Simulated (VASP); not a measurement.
# Sound and unsound inputs on Te4Pt3, part 3 of 3

Aim: change the input of a sound run on Te4Pt3 piece by piece and see what each change does. All runs use LDA. The start is a cell from a database of measured crystal structures.

VASP 6.6.1; LDA; plane waves and PAW (Te, Pt).

So far. Step 5 (Total energy, forces and stress (LDA), changed input): Against the reference run the energy at zero smearing moves by +0.06 meV an atom and the pressure by -0.02 GPa. Step 6 (Relaxing cell and atoms (LDA), changed input): It ends with a largest force of 0.009 eV/Å and a pressure of -0.03 GPa.

## Step 7: Relaxing cell and atoms (LDA), changed input, try 2

This run is made with a changed input; what comes of it follows.

INCAR reads:

```
SYSTEM = Te4Pt3
PREC = Accurate
ENCUT = 400
EDIFF = 1E-06
NELM = 66
ISMEAR = -1
SIGMA = 0.05
LREAL = .FALSE.
ALGO = Normal
GGA = CA
NBANDS = 34
LASPH = .TRUE.
LORBIT = 11
LWAVE = .FALSE.
LCHARG = .FALSE.
KPAR = 8
IBRION = 2
NSW = 2
ISIF = 3
EDIFFG = -0.01
```

POSCAR reads:

```
Te4Pt3
1.0
    3.9880000000      0.0000000000      0.0000000000
   -1.9940000000     -3.4537093103      0.0000000000
    0.0000000000      2.3024728735    -11.7966666667
Te Pt
4 3
Direct
    0.5570000000      0.1140000000      0.6710000000
    0.4430000000      0.8860000000      0.3290000000
    0.7050000000      0.4100000000      0.1150000000
    0.2950000000      0.5900000000      0.8850000000
    0.0000000000      0.0000000000      0.0000000000
    0.8540000000      0.7080000000      0.5620000000
    0.1460000000      0.2920000000      0.4380000000
```

KPOINTS reads:

```
Automatic mesh
0
Gamma
7 7 7
0 0 0
```

PAW data sets: Te and Pt (LDA family, release 64).

The run is started by

```console
mpirun -np 8 vasp_std
```

What it wrote:

```text
[... set-up lines as in an earlier step ...]
 entering main loop
       N       E                     dE             d eps       ncg     rms          rms(c)
[... 14 cycles as in an earlier step ...]
   1 F= -.40424666E+02 E0= -.40416313E+02  d E =-.404247E+02
[...]
N       E                     dE             d eps       ncg     rms          rms(c)
DAV:   1    -0.424842000438E+02   -0.20595E+01   -0.41311E+01  3146   0.407E+01    0.109E+01
DAV:   2    -0.406517198808E+02    0.18325E+01   -0.98094E+00  3108   0.220E+01    0.503E+00
DAV:   3    -0.403872770207E+02    0.26444E+00   -0.86048E-01  3092   0.647E+00    0.217E+00
DAV:   4    -0.403502759311E+02    0.37001E-01   -0.17668E-01  3168   0.172E+00    0.106E+00
[...]
DAV:  10    -0.403339455240E+02    0.98813E-05   -0.23519E-05  3172   0.370E-02    0.370E-02
DAV:  11    -0.403339441187E+02    0.14052E-05   -0.71915E-06  3170   0.121E-02    0.142E-02
DAV:  12    -0.403339440161E+02    0.10260E-06   -0.42858E-07  1600   0.322E-03
   2 F= -.40333944E+02 E0= -.40325864E+02  d E =0.907220E-01
 trial-energy change:    0.090722  1 .order    0.106086   -0.295375    0.507546
 step:   0.3953(harm=  0.3679)  dis= 0.01448  next Energy=   -40.483999 (dE=-0.593E-01)
```

The job ended after 42 s (8 MPI ranks of Intel Xeon 6975P-C (Granite Rapids), shared host; peak memory 2.4 GiB).

From OUTCAR (step 7):

```text
 k-point     1 :       0.0000    0.0000    0.0000
  band No.  band energies     occupation
    ...
     20       7.4835      2.00000
     21       7.5884      2.00000
     22       7.8591      2.00000
     23       8.9451      2.00000
     24       8.9451      2.00000
     25      10.3029      0.00000
     26      10.3029      0.00000
     27      11.0322      0.00000
     28      11.8361      0.00000
     29      11.8361      0.00000
    ...

  Total        7.8060141      7.8060141      5.0326840      0.0000000      0.0000000      0.0000000
  in kB       82.6400216     82.6400216     53.2795754      0.0000000      0.0000000      0.0000000
  external PRESSURE =      72.8532062 kB  Pullay stress =       0.0000000 kB

 POSITION                                       TOTAL-FORCE (eV/Angst)
 -----------------------------------------------------------------------------------
      1.94760      1.12445     -7.69253         0.000000     -0.000000     -0.374695
     -0.00000     -2.24889     -3.82503         0.000000      0.000000      0.374695
      1.94760     -1.12445     -1.32640        -0.000000     -0.000000     -0.883080
      0.00000     -0.00000    -10.19116         0.000000      0.000000      0.883080
      1.94760     -3.37334      0.00000         0.000000      0.000000      0.000000
      1.94760     -1.12445     -6.47824         0.000000      0.000000      0.103098
      0.00000     -0.00000     -5.03933        -0.000000     -0.000000     -0.103098
 -----------------------------------------------------------------------------------
    total drift:                               -0.000000     -0.000000     -0.000000

  FREE ENERGIE OF THE ION-ELECTRON SYSTEM (eV)
  ---------------------------------------------------
  free  energy   TOTEN  =       -40.3339440161 eV

  energy  without entropy=      -40.3177835236  energy(sigma->0) =      -40.32586377

[... 7 parts as in an earlier step ...]

[... 12 further parts left out ...]
[key lines of the parts left out:]
E-fermi :   9.6175
```

CONTCAR:

```
Te4Pt3
   1.00000000000000
     3.8951943593414442   -0.0000000000000000    0.0000000000000000
    -1.9475971796707221   -3.3733372678746658    0.0000000000002309
     0.0000000000000000    2.2488915118846755  -11.5175629131713979
  Te              Pt
     4     3
Direct
     0.5559653140260279    0.1119306280520486    0.6678959420780765
     0.4440346859739722    0.8880693719479514    0.3321040579219236
     0.7050545495899456    0.4101090991798914    0.1151636487698441
     0.2949454504100543    0.5898909008201086    0.8848363512301559
     1.0000000000000000    1.0000000000000000    0.0000000000000000
     0.8541552840487981    0.7083105680975963    0.5624658521463946
     0.1458447159512018    0.2916894319024037    0.4375341478536055
```

The relaxation used up its NSW steps before forces and stress met EDIFFG.

The fault in the input: too few ionic steps (NSW = "2"). Raise NSW.

## Step 8: Total energy, forces and stress (LDA), changed input, try 2

A single point gives energy, forces and stress at these settings. Some settings are moved from the usual, to see what they do.

Changes to INCAR since step 7:

```diff
@@ -4,3 +4,3 @@
 EDIFF = 1E-06
-NELM = 66
+NELM = 100
 ISMEAR = -1
@@ -16,5 +16,3 @@
 KPAR = 8
-IBRION = 2
-NSW = 2
-ISIF = 3
-EDIFFG = -0.01
+ISIF = 2
+NELECT = 53.9
```

POSCAR is that of step 7.

KPOINTS is that of step 7.

The run is started by

```console
mpirun -np 8 vasp_std
```

What it wrote:

```text
[... set-up lines as in an earlier step ...]
 entering main loop
       N       E                     dE             d eps       ncg     rms          rms(c)
DAV:   1     0.252432039750E+03    0.25243E+03   -0.19534E+04  3008   0.109E+03
DAV:   2    -0.269330572701E+02   -0.27937E+03   -0.26992E+03  3616   0.226E+02
DAV:   3    -0.422477841665E+02   -0.15315E+02   -0.14962E+02  3618   0.521E+01
DAV:   4    -0.425390778726E+02   -0.29129E+00   -0.29045E+00  3678   0.796E+00
DAV:   5    -0.425446670244E+02   -0.55892E-02   -0.55834E-02  3550   0.112E+00BRMIX: very serious problems
 the old and the new charge density differ
 old charge density:    54.00000 new   53.90000
BRMIX: very serious problems
 the old and the new charge density differ
 old charge density:    54.00000 new   53.90000
BRMIX: very serious problems
 the old and the new charge density differ
 old charge density:    54.00000 new   53.90000
BRMIX: very serious problems
 the old and the new charge density differ
 old charge density:    54.00000 new   53.90000
BRMIX: very serious problems
 the old and the new charge density differ
 old charge density:    54.00000 new   53.90000
BRMIX: very serious problems
 the old and the new charge density differ
 old charge density:    54.00000 new   53.90000
BRMIX: very serious problems
 the old and the new charge density differ
 old charge density:    54.00000 new   53.90000
BRMIX: very serious problems
 the old and the new charge density differ
 old charge density:    54.00000 new   53.90000
    0.204E+01
DAV:   6    -0.415650167845E+02    0.97965E+00   -0.45385E+00  3220   0.143E+01    0.125E+01
DAV:   7    -0.414108328709E+02    0.15418E+00   -0.16351E+00  3070   0.987E+00    0.408E+00
DAV:   8    -0.412724092051E+02    0.13842E+00   -0.46390E-01  3118   0.523E+00    0.150E+00
DAV:   9    -0.412698833900E+02    0.25258E-02   -0.72625E-02  3242   0.150E+00    0.820E-01
DAV:  10    -0.412689788280E+02    0.90456E-03   -0.69612E-03  3410   0.505E-01    0.271E-01
DAV:  11    -0.412685221929E+02    0.45664E-03   -0.24621E-03  3398   0.351E-01    0.108E-01
DAV:  12    -0.412684966911E+02    0.25502E-04   -0.42649E-04  3372   0.143E-01    0.309E-02
DAV:  13    -0.412684962112E+02    0.47990E-06   -0.29701E-05  3220   0.311E-02    0.184E-02
DAV:  14    -0.412684958770E+02    0.33411E-06   -0.65923E-06  3356   0.144E-02
   1 F= -.41268496E+02 E0= -.41260216E+02  d E =-.165593E-01
```

Wall time 21 s (8 MPI ranks); peak memory 2.3 GiB.

Parts of OUTCAR (step 8):

```text
NELECT = 53.9

 ion  position               nearest neighbor table
   1  0.557  0.114  0.671-   6 2.64   6 2.64   6 2.64   4 3.42   4 3.42   4 3.42   7 3.59   7 3.59
                             7 3.59
   2  0.443  0.886  0.329-   7 2.64   7 2.64   7 2.64   3 3.42   3 3.42   3 3.42   6 3.59   6 3.59
                             6 3.59
   3  0.705  0.410  0.115-   5 2.67   5 2.67   5 2.67   2 3.42   2 3.42   2 3.42   4 3.56   4 3.56
                             4 3.56
   4  0.295  0.590  0.885-   5 2.67   5 2.67   5 2.67   1 3.42   1 3.42   1 3.42   3 3.56   3 3.56
                             3 3.56
   5  0.000  0.000  0.000-   4 2.67   3 2.67   4 2.67   3 2.67   3 2.67   4 2.67
   6  0.854  0.708  0.562-   1 2.64   1 2.64   1 2.64   7 2.73   7 2.73   7 2.73   2 3.59   2 3.59
                             2 3.59
   7  0.146  0.292  0.438-   2 2.64   2 2.64   2 2.64   6 2.73   6 2.73   6 2.73   1 3.59   1 3.59
                             1 3.59

 E-fermi :   8.4102

 k-point     1 :       0.0000    0.0000    0.0000
  band No.  band energies     occupation
    ...
     20       6.6511      2.00000
     21       6.6511      2.00000
     22       6.8299      2.00000
     23       7.8191      1.99999
     24       7.8191      1.99999
     25       9.0224      0.00001
     26       9.0224      0.00001
     27       9.6325      0.00000
     28      10.4929      0.00000
     29      10.4929      0.00000
    ...

  Total       -4.9509980     -4.9509980     -4.9408121      0.0000000     -0.0000000      0.0000000
  in kB      -48.8205978    -48.8205978    -48.7201571      0.0000000     -0.0000000      0.0000000
  external PRESSURE =     -48.7871176 kB  Pullay stress =       0.0000000 kB

 POSITION                                       TOTAL-FORCE (eV/Angst)
 -----------------------------------------------------------------------------------
      1.99400      1.15124     -7.91556         0.000000      0.000000      0.769384
     -0.00000     -2.30247     -3.88110         0.000000     -0.000000     -0.769384
      1.99400     -1.15124     -1.35662         0.000000     -0.000000     -0.017146
      0.00000     -0.00000    -10.44005         0.000000      0.000000      0.017146
      0.00000      0.00000      0.00000        -0.000000     -0.000000      0.000000
      1.99400     -1.15124     -6.62973         0.000000     -0.000000     -0.105291
      0.00000     -0.00000     -5.16694         0.000000      0.000000      0.105291
 -----------------------------------------------------------------------------------
    total drift:                                0.000000      0.000000     -0.000000

  FREE ENERGIE OF THE ION-ELECTRON SYSTEM (eV)
  ---------------------------------------------------
  free  energy   TOTEN  =       -41.2684958770 eV

  energy  without entropy=      -41.2519365983  energy(sigma->0) =      -41.26021624

[... 7 parts as in an earlier step ...]

[... 9 further parts left out ...]
```

The run converged; its settings lie outside those of the reference runs, so its numbers are set aside.

Settings moved from the usual: NELECT = 53.9.

NELECT differs from the neutral count, so the cell is charged against a uniform background: another system, not a numerical setting.

## Step 9: Relaxing cell and atoms (LDA)

The start need not lie at this functional's minimum. ISIF = 3 frees volume, shape and positions, and EDIFFG sets the threshold on forces and stress at which the search stops.

Changes to INCAR since step 8:

```diff
@@ -16,3 +16,5 @@
 KPAR = 8
-ISIF = 2
-NELECT = 53.9
+IBRION = 2
+NSW = 60
+ISIF = 3
+EDIFFG = -0.01
```

POSCAR is that of step 8.

KPOINTS is that of step 8.

The run is started by

```console
mpirun -np 8 vasp_std
```

What it wrote:

```text
[... set-up lines as in an earlier step ...]
 entering main loop
       N       E                     dE             d eps       ncg     rms          rms(c)
[... 14 cycles as in an earlier step ...]
   1 F= -.40424666E+02 E0= -.40416313E+02  d E =-.404247E+02
 curvature:   0.00 expect dE= 0.000E+00 dE for cont linesearch  0.000E+00
 trial: gam= 0.00000 g(F)=  0.570E-01 g(S)=  0.238E+00 ort = 0.000E+00 (trialstep = 0.100E+01)
 search vector abs. value=  0.295E+00
 bond charge predicted
       N       E                     dE             d eps       ncg     rms          rms(c)
[... 12 cycles as in an earlier step ...]
   2 F= -.40333944E+02 E0= -.40325864E+02  d E =0.907220E-01
[... from here on, the cycles between the ionic steps are left out ...]
   3 F= -.40484658E+02 E0= -.40476521E+02  d E =-.599922E-01
   4 F= -.40506069E+02 E0= -.40498261E+02  d E =-.214106E-01
   5 F= -.40514339E+02 E0= -.40506861E+02  d E =-.296811E-01
   6 F= -.40517056E+02 E0= -.40509803E+02  d E =-.271623E-02
   7 F= -.40517307E+02 E0= -.40510132E+02  d E =-.296790E-02
   8 F= -.40517497E+02 E0= -.40510300E+02  d E =-.189233E-03
   9 F= -.40517538E+02 E0= -.40510324E+02  d E =-.231031E-03
  10 F= -.40517625E+02 E0= -.40510398E+02  d E =-.868993E-04
 trial-energy change:   -0.000087  1 .order   -0.000086   -0.000108   -0.000065
 step:   0.6212(harm=  0.6212)  dis= 0.00192  next Energy=   -40.517673 (dE=-0.135E-03)
 bond charge predicted
       N       E                     dE             d eps       ncg     rms          rms(c)
DAV:   1    -0.405182868359E+02   -0.66165E-03   -0.15819E-02  3102   0.740E-01    0.158E-01
DAV:   2    -0.405177610448E+02    0.52579E-03   -0.31080E-03  3054   0.401E-01    0.102E-01
DAV:   3    -0.405176875916E+02    0.73453E-04   -0.21794E-04  3084   0.986E-02    0.312E-02
DAV:   4    -0.405176713615E+02    0.16230E-04   -0.63353E-05  3230   0.337E-02    0.153E-02
DAV:   5    -0.405176674630E+02    0.38985E-05   -0.18753E-05  3182   0.227E-02    0.231E-02
DAV:   6    -0.405176675919E+02   -0.12889E-06   -0.12538E-06  1722   0.797E-03
  11 F= -.40517668E+02 E0= -.40510420E+02  d E =-.129257E-03
 curvature:  -0.92 expect dE=-0.985E-05 dE for cont linesearch -0.271E-06
 trial: gam= 0.09202 g(F)=  0.272E-05 g(S)=  0.796E-05 ort =-0.195E-04 (trialstep = 0.323E+00)
 search vector abs. value=  0.180E-04
 reached required accuracy - stopping structural energy minimisation
```

Run time: 2.2 min. Hardware: 8 MPI ranks; peak memory 2.5 GiB; 14 min of CPU time.

Parts of OUTCAR (step 9):

```text
   NELECT =      54.0000    total number of electrons

 E-fermi :   8.8482

 k-point     1 :       0.0000    0.0000    0.0000
  band No.  band energies     occupation
    ...
     20       6.8872      2.00000
     21       7.0008      2.00000
     22       7.1354      2.00000
     23       8.2067      1.99999
     24       8.2067      1.99999
     25       9.4288      0.00002
     26       9.4288      0.00002
     27      10.1591      0.00000
     28      10.8863      0.00000
     29      10.8863      0.00000
    ...

  Total       -0.0223577     -0.0223577      0.0124787      0.0000000      0.0000000      0.0000000
  in kB       -0.2258973     -0.2258973      0.1260818      0.0000000      0.0000000      0.0000000
  external PRESSURE =      -0.1085709 kB  Pullay stress =       0.0000000 kB

 POSITION                                       TOTAL-FORCE (eV/Angst)
 -----------------------------------------------------------------------------------
      1.98759      1.14753     -7.71213         0.000000      0.000000      0.002189
     -0.00000     -2.29507     -3.87525        -0.000000     -0.000000     -0.002189
      1.98759     -1.14753     -1.36118        -0.000000     -0.000000     -0.004702
     -0.00000     -0.00000    -10.22620         0.000000      0.000000      0.004702
      0.00000      0.00000      0.00000        -0.000000      0.000000      0.000000
      1.98759     -1.14753     -6.50375        -0.000000      0.000000      0.001148
     -0.00000     -0.00000     -5.08363         0.000000     -0.000000     -0.001148
 -----------------------------------------------------------------------------------
    total drift:                                0.000000      0.000000      0.000000

  FREE ENERGIE OF THE ION-ELECTRON SYSTEM (eV)
  ---------------------------------------------------
  free  energy   TOTEN  =       -40.5176675919 eV

  energy  without entropy=      -40.5031717432  energy(sigma->0) =      -40.51041967

[... 8 parts as in an earlier step ...]

[... 10 further parts left out ...]
```

The steps of the relaxation:

```csv
step,energy less that of the first step (eV),largest force (eV/Å),pressure (GPa),volume (Å³)
1,0.0000,0.7590,-3.35,162.48
2,0.0907,0.8831,7.29,151.34
3,-0.0600,0.3653,0.35,158.01
4,-0.0814,0.2051,0.16,158.11
5,-0.0897,0.1944,0.00,158.22
6,-0.0924,0.0563,0.01,158.23
7,-0.0926,0.0323,0.00,158.24
8,-0.0928,0.0129,0.08,158.26
9,-0.0929,0.0038,0.15,158.27
10,-0.0930,0.0043,0.09,158.39
11,-0.0930,0.0047,-0.01,158.57
```

| conventional cell, symmetrised | before | after | change |
| --- | --- | --- | --- |
| a (Å) | 3.988 | 3.975 | -0.3 % |
| b (Å) | 3.988 | 3.975 | -0.3 % |
| c (Å) | 35.390 | 34.762 | -1.8 % |
| volume (Å³/atom) | 23.21 | 22.65 | -2.4 % |

The atoms that moved most (Å, as changes of fractional coordinates times the final cell):

```csv
atom,dx,dy,dz,length
Te1,0.000,0.000,0.063,0.063
Te2,0.000,0.000,-0.063,0.063
Te3,0.000,0.000,-0.029,0.029
Te4,0.000,0.000,0.029,0.029
Pt6,0.000,0.000,0.008,0.008
Pt7,0.000,0.000,-0.008,0.008
```

The relaxed structure:

```
Te Pt
1.0
     3.97517    0.00000    0.00000
    -1.98759   -3.44260    0.00000
     0.00000    2.29507  -11.58738
Te Pt
4 3
Direct
  0.55519 0.11038 0.66556
  0.44481 0.88962 0.33444
  0.70582 0.41165 0.11747
  0.29418 0.58835 0.88253
  0.00000 0.00000 0.00000
  0.85376 0.70752 0.56128
  0.14624 0.29248 0.43872
```

This step gave:

```
Fermi energy                    : 8.848 eV
pressure                        : -0.01086 GPa
SCF cycles over all ionic steps : 85
```

It ends with a largest force of 0.005 eV/Å and a pressure of -0.01 GPa.

## Step 10: The runs together

```
                              changed           job                                ended  energy (meV/atom)  pressure (GPa)  volume (%)
             ISMEAR = 1, SIGMA = 0.01  single point                            converged              +0.06           -0.02           -
                           ENCUT = 30  single point                            converged            -943.04         -145.22           -
ALGO = Fast, ISMEAR = 2, SIGMA = 0.01  single point                            converged              +0.06           -0.02           -
    IBRION = 1, POTIM = 0.2, ISYM = 1    relaxation                            converged                  -               -        -0.0
                   NELM = 66, NSW = 2    relaxation                        not converged                  -               -           -
                        NELECT = 53.9  single point  converged, with a warning or advice                  -               -           -
```

## Step 11: Results

* ISMEAR = 1, SIGMA = 0.01 (single point): converged, +0.06 meV/atom
* ENCUT = 30 (single point): converged, -943.04 meV/atom
* ALGO = Fast, ISMEAR = 2, SIGMA = 0.01 (single point): converged, +0.06 meV/atom
* IBRION = 1, POTIM = 0.2, ISYM = 1 (relaxation): converged, volume -0.0 %
* NELM = 66, NSW = 2 (relaxation): not converged
* NELECT = 53.9 (single point): converged, with a warning or advice

In words: Changes that show themselves, by a stop, a warning or no convergence: NELM = 66, NSW = 2; NELECT = 53.9 (where several settings stand together, the step names the one at fault, if it is known). Changes that converge quietly and move the result by over 10 meV an atom or 1 % in volume: ENCUT = 30. Changes with no effect beyond 1 meV an atom and 0.1 GPa here: ISMEAR = 1, SIGMA = 0.01; ALGO = Fast, ISMEAR = 2, SIGMA = 0.01. Differences of single points are from the reference run, and of volumes from the sound relaxation.

[Lines on the potential files, build, host, timing and source positions are cut from VASP's logs without a mark.]

[Logs are printed without paths, hosts, clocks, repeated set-up lines and the standing remarks that a program may print on its own settings, such as how far it seeks lower states.]

[Hosts, paths, dates, database ids (printed as entryN), source tags and the programs' standing remarks are cut or masked in the printed files.]

[A measured line is paired with the nearest computed mode of its activity, which favours agreement.]
